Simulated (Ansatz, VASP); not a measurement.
# Ni in two plane-wave programs

Wanted: the spread between two codes on one cell, functional and k mesh. The structure shown is the end of the Ansatz relaxation below.

Calculated with Ansatz 0.2.0; plane waves, with VASP 6.6.1 beside it; single point at PBEsol.

## 1. The starting structure

It takes space group I4/mmm (No. 139, tetragonal). The conventional cell has a = 2.375 Å, b = 2.375 Å, c = 3.580 Å, α = 90.00°, β = 90.00°, γ = 90.00°. Nearest to Ni lie 12 Ni at 2.38 to 2.45 Å.

## 2. Ansatz: relaxation, PBEsol

Ansatz runs on its PAW soft_1 files.

This run makes the geometry at which the two programs are then compared.

File input.yaml:

```yaml
crystal:
  lattice:
    - [2.37504597, 0.0, 0.0]
    - [0.0, 2.37504597, 0.0]
    - [0.0, 0.0, 3.525031654]
  atoms:
    - { symbol: Ni, position: [0.0, 0.0, 0.0], spin: 0.7 }
    - { symbol: Ni, position: [0.5, 0.5, 0.5], spin: 0.7 }
magnetization:
  spin_polarized: true
kpoints:
  mp_grid: { grid: [18, 18, 12] }
scf:
  occupations: { method: fermi_dirac, width: 0.05 }
hamiltonian:
  xc: pbesol
  pseudopotentials: { kind: paw, azcp: { folder: soft_1 }, xc_functional: pbe }
basis:
  ecutwfc: 600
output:
  forces: true
  stress: true
relax:
  f_tol: 0.005
  max_steps: 70
  cell: { stress_tol: 0.02, p_target: 0, fix: [a, b, alpha, beta, gamma] }
```

The run is started by

```console
$ ansatz run input.yaml --threads 4 --pin off --max-ram 10240MiB --backend cpu --events-out ev --progress --plain --runs-dir out
```

Numbers of over 12 decimals in the logs are rounded to 6 here.

What it wrote:

```text
Engine: ansatz 0.2.0, x86_64-unknown-linux-gnu
Pseudopotentials: kind: paw
Pseudopotential: Ni, paw, valence charge 18, recommended cutoff 420 eV (normal), soft_1/Ni.paw.azcp
Functional definition: PBEsol
  exchange = pbesol_x
  correlation = pbesol_c
Crystal: 2 atoms, lattice volume = 19.884 Å³
Basis set: ecut = 600 eV, 675 PW (Γ), exchange–correlation on 40×40×60 points (8 copies of the dense FFT grid, shifted against one another)
Bands: 23, of which v1, the nominal top of the filled ones, is band 18 counted from 1 (17 counted from 0)
Symmetry: 32 space group operations
Space group: I4/mmm (ITA 139), of the structure as read, at distance tolerance 2.7e-5 Å
Magnetic group: BNS 139.531 (UNI 1191), of the structure as read, at distance tolerance 2.7e-5 Å
k-points: 385 of 3888
Non-local potential: Ni, projectors of the file, l = 0: 3, l = 1: 2, l = 2: 3, l = 3: 1
PAW form: soft (Blöchl's): semilocal exchange-correlation on the pseudo side does not see the compensation charge
PAW frozen core: Ni, regenerated for the run's functional, and the local potential with it (the file was generated under x = pbe(κ = 0.804, μ = 0.219515), c = pbe(β = 0.066725))
PAW one-centre angular grid: Ni, 590 points (default); XC on 64 Gauss nodes
Initial density: superposition of atomic densities (chi_scale 0.1, normalization cell)
Starting moments: Σ|m| = 1.4 μB on 2 of 2 sites
Initial wavefunctions: pseudopotential atomic-orbital guess
Functional: x = pbesol(κ = 0.804, μ = 0.123457), c = pbesol(β = 0.046)
SCF iter   1: F=—  HF=-11608.671731 eV  |F-HF|=—  |Δ(HF+E_count)|=         —  Δρ=9.29e-2 (↑4.52e-2 ↓9.29e-2)  dr2=2.09e0  dr2_m=1.05e-1  M=1.428 μB ∫|m|=1.496 μB  β_m=0.30  ethr=3.10e-3  ⟨swp⟩=3.5  Hψ=70429  notcnv=0
Mixer restart at iter 1: flushing history
preconditioner: auto → none  [metal: Δε(μ)=0.001 eV  Ē_g=10.099 eV  σ=0.050 eV  W_gap=0.00  n_scr=6 (ndim 8)  ℏωp=37.2 eV  f_vac=0.000  D(μ)=2.95/eV (n_scr^D=44)  sad-step TF]
SCF iter   2: F=—  HF=-11608.234601 eV  |F-HF|=—  |Δ(HF+E_count)|=   4.37e-1  Δρ=2.62e-2 (↑1.26e-2 ↓2.62e-2)  dr2=6.15e-2  dr2_m=5.41e-2  M=1.401 μB ∫|m|=1.491 μB  β_m=0.33  ethr=3.10e-3  ⟨swp⟩=2.9  Hψ=34710  notcnv=0  defer=142
SCF iter   3: F=—  HF=-11608.948924 eV  |F-HF|=—  |Δ(HF+E_count)|=         —  Δρ=1.66e-2 (↑1.66e-2 ↓7.20e-3)  dr2=1.36e-2  dr2_m=1.83e-2  M=1.370 μB ∫|m|=1.481 μB  β_m=0.33  ethr=1.71e-4  ⟨swp⟩=2.1  Hψ=29107  notcnv=0  defer=142
Mixer restart at iter 3: flushing history
SCF iter   4: F=—  HF=-11609.374902 eV  |F-HF|=—  |Δ(HF+E_count)|=   4.26e-1  Δρ=9.94e-3 (↑9.94e-3 ↓4.40e-3)  dr2=1.17e-2  dr2_m=4.02e-3  M=1.333 μB ∫|m|=1.454 μB  β_m=0.55  ethr=3.78e-5  ⟨swp⟩=2.4  Hψ=35719  notcnv=0  defer=142
SCF iter   5: F=—  HF=-11609.846555 eV  |F-HF|=—  |Δ(HF+E_count)|=   4.72e-1  Δρ=8.74e-3 (↑3.59e-3 ↓8.74e-3)  dr2=1.68e-2  dr2_m=2.07e-3  M=1.265 μB ∫|m|=1.403 μB  β_m=0.78  ethr=3.25e-5  ⟨swp⟩=2.7  Hψ=37218  notcnv=0  defer=142
SCF iter   6: F=—  HF=-11609.950181 eV  |F-HF|=—  |Δ(HF+E_count)|=   1.04e-1  Δρ=1.18e-2 (↑1.18e-2 ↓1.05e-2)  dr2=4.65e-2  dr2_m=1.14e-4  M=1.252 μB ∫|m|=1.395 μB  β_m=0.55  ethr=3.25e-5  ⟨swp⟩=2.7  Hψ=39033  notcnv=0  defer=150
SCF iter   7: F=—  HF=-11609.930341 eV  |F-HF|=—  |Δ(HF+E_count)|=   1.98e-2  Δρ=1.80e-3 (↑7.08e-4 ↓1.80e-3)  dr2=2.96e-4  dr2_m=2.48e-4  M=1.235 μB ∫|m|=1.379 μB  β_m=0.76  ethr=3.25e-5  ⟨swp⟩=2.1  Hψ=38387  notcnv=0  defer=203
SCF iter   8: F=—  HF=-11609.933872 eV  |F-HF|=—  |Δ(HF+E_count)|=   3.53e-3  Δρ=1.57e-3 (↑6.00e-4 ↓1.57e-3)  dr2=5.30e-4  dr2_m=5.30e-5  M=1.229 μB ∫|m|=1.373 μB  β_m=0.84  ethr=8.23e-7  ⟨swp⟩=2.3  Hψ=26871  notcnv=0  defer=203
SCF iter   9: F=—  HF=-11609.934313 eV  |F-HF|=—  |Δ(HF+E_count)|=   4.41e-4  Δρ=1.75e-4 (↑5.26e-5 ↓1.75e-4)  dr2=5.75e-6  dr2_m=7.66e-7  M=1.227 μB ∫|m|=1.371 μB  β_m=0.83  ethr=8.23e-7  ⟨swp⟩=2.0  Hψ=25497  notcnv=0  defer=203
SCF iter  10: F=—  HF=-11609.934316 eV  |F-HF|=—  |Δ(HF+E_count)|=   3.11e-6  Δρ=6.29e-6 (↑5.31e-6 ↓6.29e-6)  dr2=6.63e-10  dr2_m=5.52e-9  M=1.227 μB ∫|m|=1.371 μB  β_m=0.83  ethr=1.60e-8  ⟨swp⟩=2.1  Hψ=29097  notcnv=0  defer=203
SCF iter  11: F=-11609.934316 eV  HF=-11609.934316 eV  |F-HF|=2.95e-9  |Δ(HF+E_count)|=  7.02e-10  Δρ=3.28e-6 (↑3.28e-6 ↓2.33e-6)  dr2=3.27e-9  dr2_m=1.44e-10  M=1.227 μB ∫|m|=1.371 μB  ethr=1.84e-12  ⟨swp⟩=1.8  Hψ=58348  notcnv=0
SCF 1 converged in 11 iterations: F = -11609.934316 eV  dr2 = 3.27e-9
  greatest PAW one-centre occupation: 1.001 electrons in one spin orbital (limit 2), on the Ni atom at site 1 (counted from 0), in its partial waves of l = 1
relax step   1: F+E_penalty+E_count = -11609.93431629 eV  Δ(F+E_penalty+E_count) = +0.000e0 eV  max|allowed force component| = 2.367e-30 eV/Å  Δτ_max = 0.0000 Å  P = +11.406 GPa  Ω = 19.884 Å³  fix = [a, b, alpha, beta, gamma]  reactions: a +14.207, b +14.207 GPa  (11 SCF iters, dr2 threshold 1.00e-7 eV, accepted)
[...]
relax step   3: F+E_penalty+E_count = -11609.93975115 eV  Δ(F+E_penalty+E_count) = -1.997e-3 eV  max|allowed force component| = 7.691e-30 eV/Å  Δτ_max = 0.0000 Å  P = +7.444 GPa  Ω = 20.187 Å³  energy of the carried Pulay correction = -1.073e-4 eV  fix = [a, b, alpha, beta, gamma]  reactions: a +11.088, b +11.088 GPa  (8 SCF iters, dr2 threshold 2.00e-7 eV, accepted)
[...]
relax step   4: F+E_penalty+E_count = -11609.93975228 eV  Δ(F+E_penalty+E_count) = -1.127e-6 eV  max|allowed force component| = 6.311e-29 eV/Å  Δτ_max = 0.0000 Å  P = +7.337 GPa  Ω = 20.195 Å³  energy of the carried Pulay correction = -1.103e-4 eV  fix = [a, b, alpha, beta, gamma]  reactions: a +11.005, b +11.005 GPa  (6 SCF iters, dr2 threshold 5.92e-8 eV, accepted)
[...]
relax step   5: F+E_penalty+E_count = -11609.93985928 eV  Δ(F+E_penalty+E_count) = -1.070e-4 eV  max|allowed force component| = 8.322e-29 eV/Å  Δτ_max = 0.0000 Å  P = +7.334 GPa  Ω = 20.195 Å³  fix = [a, b, alpha, beta, gamma]  reactions: a +11.002, b +11.002 GPa  stress off target by 3.67e-4 GPa on what of the cell is left free  SCF on the basis re-selected at this cell (its energy is not comparable with the rows above)  (7 SCF iters)
basis re-selected at this cell: Δ(F+E_penalty+E_count) = -1.070e-4 eV, ΔP = -0.003 GPa vs the last step (what re-selecting the basis moved, of the pressure what is left beyond the Pulay correction that the steps carried, after the strain that the cell walked since its last selection, with what the two solves' SCF thresholds leave and, on support functions, any second-order correction that the steps lacked; it is no m [...]
SCF converged after 7 iterations
Magnetization: 1.2347 μB (18.6173 up, 17.3827 down)
Absolute magnetization: 1.3838 μB (∫|ρ↑−ρ↓|, with the PAW one-centre terms)
Spin contamination: 0.0102 ħ² per cell (⟨S²⟩ above its minimum at these occupations)
Per-site moments (μB) at R_I (Å): [(0.651055, 0.979706462625), (0.651055, 0.979706462625)]
Free energy (F): -11609.939859 eV
Harris-Foulkes:  -11609.939859 eV  (|F-HF|=0.00e0)
Internal energy: -11609.913408 eV  (E = F + TS)
E sigma→0 (E₀):  -11609.926634 eV
Entropy (-TS):   -0.026451 eV (-13.226 meV/atom)
Fermi energy:    19.500898 eV
--- Per-component energies (eV) ---
  E_band       = -523.863661
  E_kinetic    = 682.001431
  E_local      = -5229.092395  (includes V_loc(G=0)·N_el)
  E_nonlocal   = -228.918531
  E_hartree    = 2869.237530
  E_xc         = -225.628033
  E_vxc        = -292.468582  (∫ρ·V_xc dr)
  E_paw        = -3244.027743  (= ΣΔE_a)
  E_vpaw       = -1193.861246  (= ΣTr[D̂ρ^β])
  E_aug_tail   = 0.000525  (compensation charges beyond the density's cutoff)
  E_ewald      = -6233.880770
  E_core_change = 0.394578  (= ΣΔE_core)
  E_smearing   = -0.026451  (= −TS)
  E_closure    = 0.000000  (closes the sum)
  Σ components = -11609.939859   (vs F -11609.939859, Δ=0.00e0)
--- Forces (eV/Å), atoms counted from 1 ---
  atom   1  Ni     0.00000000     0.00000000     0.00000000
  atom   2  Ni    -0.00000000     0.00000000    -0.00000000
  max |Σ_I F_I| component: 1.11e-28 eV/Å
--- Stress (GPa, compression-positive) ---
       11.001517      -0.000000       0.000000
       -0.000000      11.001517       0.000000
        0.000000       0.000000      -0.000367
  P = ⅓ Tr σ = 7.3342 GPa (73.342 kbar)
--- Relaxed structure (4 steps of the walk, 4 accepted, 1 SCFs on fresh bases) ---
  F+E_penalty+E_count = -11609.93985928 eV   max|allowed force component| = 8.322e-29 eV/Å   (the final SCF, on the basis selected at the relaxed cell)
  cell:  # Å, volume = 20.1952 Å³
    - [2.37504597, 0, 0.0]
    - [0, 2.37504597, 0.0]
    - [0.0, 0.0, 3.580171]
  atoms:
    - { symbol: Ni, position: [0.0, 0.0, 0.0] }
    - { symbol: Ni, position: [0.500000, 0.500000, 0.5] }
```

## 3. VASP: single point, PBEsol, pair 1

The same cell, functional, mesh and smearing now go to VASP, with its own data sets.

Lines of VASP's logs that name or quote its potential files are left out, and so is its time.

File INCAR:

```
SYSTEM = Ni
PREC = Accurate
ENCUT = 600
EDIFF = 1E-06
NELM = 200
ISMEAR = -1
SIGMA = 0.05
LREAL = .FALSE.
ALGO = Normal
GGA = PS
NBANDS = 18
ISPIN = 2
MAGMOM = 0.65 0.65
LASPH = .TRUE.
LMAXMIX = 4
LORBIT = 11
LWAVE = .FALSE.
LCHARG = .FALSE.
ISIF = 2
GGA_COMPAT = .FALSE.
KPAR = 2
```

File POSCAR:

```
Ni
1.0
    2.3750459700      0.0000000000      0.0000000000
    0.0000000000      2.3750459700      0.0000000000
    0.0000000000      0.0000000000      3.5801713452
Ni
2
Direct
    0.0000000000      0.0000000000      0.0000000000
    0.5000000000      0.5000000000      0.5000000000
```

File KPOINTS:

```
Automatic mesh
0
Gamma
18 18 12
0 0 0
```

The projector-augmented-wave data sets are Ni (PBE family, release 64).

The run is started by

```console
$ mpirun -np 2 vasp_std
```

What it wrote:

```text
[banner, memory and clock lines left out]
running    2 mpi-ranks, on    1 nodes
 distrk:  each k-point on    1 cores,    2 groups
 distr:  one band on    1 cores,    1 groups

 POSCAR found type information on POSCAR Ni
 POSCAR found :  1 types and       2 ions
|                                                                             |
|               ----> ADVICE to this user running VASP <----                  |
|                                                                             |
|     You enforced a specific xc type in the INCAR file but a different       |
|     [... a line on the potential file left out ...]
|     I HOPE YOU KNOW WHAT YOU ARE DOING!                                     |
|                                                                             |

 LDA part: xc-table for (Slater+PW92), standard interpolation
 POSCAR, INCAR and KPOINTS ok, starting setup
 FFT: planning ... GRIDC
 FFT: planning ... GRID_SOFT
 FFT: planning ... GRID
 WAVECAR not read
 entering main loop
       N       E                     dE             d eps       ncg     rms          rms(c)
DAV:   1     0.949889763034E+02    0.94989E+02   -0.98225E+03 30064   0.173E+03
DAV:   2    -0.102834096619E+02   -0.10527E+03   -0.98446E+02 27846   0.266E+02
DAV:   3    -0.145905622597E+02   -0.43072E+01   -0.41757E+01 30342   0.671E+01
DAV:   4    -0.146463741885E+02   -0.55812E-01   -0.55773E-01 32010   0.671E+00
DAV:   5    -0.146479670503E+02   -0.15929E-02   -0.15928E-02 30678   0.109E+00    0.160E+01
DAV:   6    -0.128547271672E+02    0.17932E+01   -0.10206E+01 29936   0.701E+01    0.783E+00
DAV:   7    -0.122926708016E+02    0.56206E+00   -0.18515E+00 30606   0.273E+01    0.304E+00
DAV:   8    -0.122530028450E+02    0.39668E-01   -0.16965E-02 41968   0.214E+00    0.137E+00
DAV:   9    -0.122476947970E+02    0.53080E-02   -0.99950E-04 40622   0.407E-01    0.414E-01
DAV:  10    -0.122467475782E+02    0.94722E-03   -0.10418E-04 38228   0.141E-01    0.171E-01
DAV:  11    -0.122464813002E+02    0.26628E-03   -0.61024E-05 38338   0.114E-01    0.251E-02
DAV:  12    -0.122464796536E+02    0.16467E-05   -0.57926E-06 35170   0.264E-02    0.132E-02
DAV:  13    -0.122464794371E+02    0.21646E-06   -0.15407E-06 19696   0.148E-02
   1 F= -.12246479E+02 E0= -.12233001E+02  d E =-.269561E-01  mag=     1.2182
```

From OUTCAR (step 3):

```text
ion  position               nearest neighbor table
   1  0.000  0.000  0.000-   2 2.45   2 2.45   2 2.45   2 2.45   2 2.45   2 2.45   2 2.45   2 2.45

  LATTYP: Found a simple tetragonal cell.
 ALAT       =     2.3750459700
 C/A-ratio  =     1.5074113893

 Subroutine GETGRP returns: Found 16 space group operations
 (whereof 16 operations were pure point group operations)

The static configuration has the point symmetry D_4h.

 Found    385 irreducible k-points:

   k-points           NKPTS =    385   k-points in BZ     NKDIM =    385   number of bands    NBANDS=     18

   dimension x,y,z NGX =    20 NGY =   20 NGZ =   30
   dimension x,y,z NGXF=    40 NGYF=   40 NGZF=   60

   ENCUT  =  600.0 eV  44.10 Ry    6.64 a.u.   4.74  4.74  7.15*2*pi/ulx,y,z

   NELECT =      20.0000    total number of electrons

 k-points in reciprocal lattice and weights: Automatic mesh
   0.00000000  0.00000000  0.00000000       0.000
   0.05555556  0.00000000  0.00000000       0.001
   0.11111111  0.00000000  0.00000000       0.001
   0.16666667  0.00000000  0.00000000       0.001
   0.22222222  0.00000000  0.00000000       0.001
   0.27777778  0.00000000  0.00000000       0.001
   0.33333333  0.00000000  0.00000000       0.001
   0.38888889  0.00000000  0.00000000       0.001
   0.44444444  0.00000000  0.00000000       0.001
[...]
0.50000000  0.44444444  0.50000000       0.001
   0.50000000  0.50000000  0.50000000       0.000

 average (electrostatic) potential at core
       1 -80.9176       2 -80.9176

 E-fermi :  10.2727

 spin component 1
 k-point     1 :       0.0000    0.0000    0.0000
  band No.  band energies     occupation
    ...
      7       8.7091      1.00000
      8       9.1946      1.00000
      9       9.8006      0.99992
     10       9.8611      0.99973
     11       9.8611      0.99973
     12      11.7203      0.00000
     13      19.0162      0.00000
     14      26.8854      0.00000
     15      26.8854      0.00000
     16      31.9050      0.00000
    ...

 k-point     2 :       0.0556    0.0000    0.0000
  band No.  band energies     occupation
    ...
      7       8.7168      1.00000
      8       9.1708      1.00000
      9       9.5711      1.00000
     10       9.7612      0.99996
     11       9.8487      0.99979
     12      12.0961      0.00000
     13      19.0346      0.00000
     14      25.9491      0.00000
     15      27.0204      0.00000
     16      32.4387      0.00000
    ...

 k-point     3 :       0.1111    0.0000    0.0000
  band No.  band energies     occupation
    ...
      7       8.7450      1.00000
      8       9.0199      1.00000
      9       9.1030      1.00000
     10       9.6494      1.00000
     11       9.8118      0.99990
     12      12.9047      0.00000
     13      19.0884      0.00000
     14      24.0512      0.00000
     15      27.4190      0.00000
     16      33.0981      0.00000
    ...

 k-point     4 :       0.1667    0.0000    0.0000
  band No.  band energies     occupation
    ...
      7       8.4619      1.00000
      8       8.8118      1.00000
      9       9.0011      1.00000
     10       9.4820      1.00000
     11       9.7504      0.99997
     12      13.8925      0.00000
     13      19.1579      0.00000
     14      21.9949      0.00000
     15      28.0636      0.00000
     16      32.1014      0.00000
    ...

 k-point     5 :       0.2222    0.0000    0.0000
  band No.  band energies     occupation
    ...
      7       8.1055      1.00000
      8       8.8798      1.00000
      9       8.9503      1.00000
     10       9.2825      1.00000
     11       9.6652      0.99999
     12      14.9929      0.00000
     13      18.9674      0.00000
     14      20.3057      0.00000
     15      28.9302      0.00000
     16      30.3516      0.00000
    ...

 k-point     6 :       0.2778    0.0000    0.0000
  band No.  band energies     occupation
    ...
      7       8.2463      1.00000
      8       8.7559      1.00000
      9       9.0752      1.00000
     10       9.1962      1.00000
     11       9.5570      1.00000
     12      16.1858      0.00000
     13      17.5342      0.00000
     14      20.0797      0.00000
     15      28.5460      0.00000
     16      29.5389      0.00000
    ...

  Total        1.3237202      1.3237202     -0.0268234      0.0000000     -0.0000000      0.0000000
  in kB      105.0168368    105.0168368     -2.1280267      0.0000000     -0.0000000      0.0000000
  external PRESSURE =      69.3018823 kB  Pullay stress =       0.0000000 kB

  energy-cutoff  :      600.00
  volume of cell :       20.20
      direct lattice vectors                 reciprocal lattice vectors
     2.375045970  0.000000000  0.000000000     0.421044482  0.000000000  0.000000000
     0.000000000  2.375045970  0.000000000     0.000000000  0.421044482  0.000000000
     0.000000000  0.000000000  3.580171345     0.000000000  0.000000000  0.279316240

 POSITION                                       TOTAL-FORCE (eV/Angst)
 -----------------------------------------------------------------------------------
      0.00000      0.00000      0.00000        -0.000000     -0.000000      0.000000
      1.18752      1.18752      1.79009         0.000000      0.000000     -0.000000
 -----------------------------------------------------------------------------------
    total drift:                               -0.000000      0.000000      0.000000

  FREE ENERGIE OF THE ION-ELECTRON SYSTEM (eV)
  ---------------------------------------------------
  free  energy   TOTEN  =       -12.2464794371 eV

  energy  without entropy=      -12.2195233709  energy(sigma->0) =      -12.23300140

 total charge
# of ion       s       p       d       tot
------------------------------------------
    1        0.534   0.573   8.352   9.459
    2        0.534   0.573   8.352   9.459
--------------------------------------------------
tot          1.068   1.146  16.703  18.917

 magnetization (x)
# of ion       s       p       d       tot
------------------------------------------
    1       -0.006  -0.023   0.641   0.612
    2       -0.006  -0.023   0.641   0.612
--------------------------------------------------
tot         -0.012  -0.046   1.282   1.224

[... 6 further parts left out ...]
```

The magnetic state follows from one typed start and may not be the lowest.

(Part 1 of 2 ends here.)

[Lines on the potential files, build, host, timing and source positions are cut from VASP's logs without a mark.]

[Logs are printed without paths, hosts, clocks, repeated set-up lines and the standing remarks that a program may print on its own settings, such as how far it seeks lower states.]

[Hosts, paths, dates, database ids (printed as entryN), source tags and the programs' standing remarks are cut or masked in the printed files.]
